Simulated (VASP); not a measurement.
Calculation: PBE GGA, VASP's PBE PAW potentials (set 64) (plane waves; VASP).

Input for VASP

### INCAR
```
SYSTEM=RuAl
PREC=Low; ENCUT=400; LREAL=F
LASPH=T
EDIFF=1E-6; NELM=100; ALGO=Normal
LMAXMIX=4
ISMEAR=1; SIGMA=0.1
GGA=PE
ISIF=2
LWAVE=F; LCHARG=F
```

**POSCAR**
```
RuAl
1
    3.0498000000     0.0000000000     0.0000000000
    0.0000000000     3.0498000000     0.0000000000
    0.0000000000     0.0000000000     3.0498000000
Al Ru
1 1
Direct
  0.5000000000   0.5000000000   0.5000000000
  0.0000000000   0.0000000000   0.0000000000
```

**KPOINTS**
```
K-points
0
gamma
11 11 11
```

POTCAR, in this order: Al Ru_pv (PBE.64 set). Program: vasp_std.

### Question
Predict the energy per atom (σ→0), pressure, band gap (on the k-mesh).

### Answer

```yaml
energy per atom (σ→0): -685.7 kJ/mol of atoms
band gap (on the k-mesh): none (metal, semimetal or under 0.01 eV)
pressure: -8.82 GPa
```

OSZICAR:
```
...
DAV:   5    -0.148694901586E+02   -0.41145E-03   -0.41144E-03  1632   0.529E-01    0.108E+01
DAV:   6    -0.143155516492E+02    0.55394E+00   -0.37891E+00  1408   0.217E+01    0.236E+00
DAV:   7    -0.142281566125E+02    0.87395E-01   -0.33770E-01  1404   0.673E+00    0.180E+00
DAV:   8    -0.142138780139E+02    0.14279E-01   -0.21103E-02  1484   0.142E+00    0.207E-01
DAV:   9    -0.142137809812E+02    0.97033E-04   -0.29370E-04  1556   0.173E-01    0.127E-01
DAV:  10    -0.142137758825E+02    0.50987E-05   -0.43746E-05  1636   0.880E-02    0.821E-03
DAV:  11    -0.142137749164E+02    0.96605E-06   -0.16262E-06  1048   0.165E-02
   1 F= -.14213775E+02 E0= -.14213357E+02  d E =-.125509E-02
```

The compound is RuAl in the CsCl type structure. The cell was not relaxed at this level. The run is one of a series of settings (PREC = Low against the base run), some of them coarse on purpose. The electron count is odd and the run is not spin-polarised, which forces a metal.
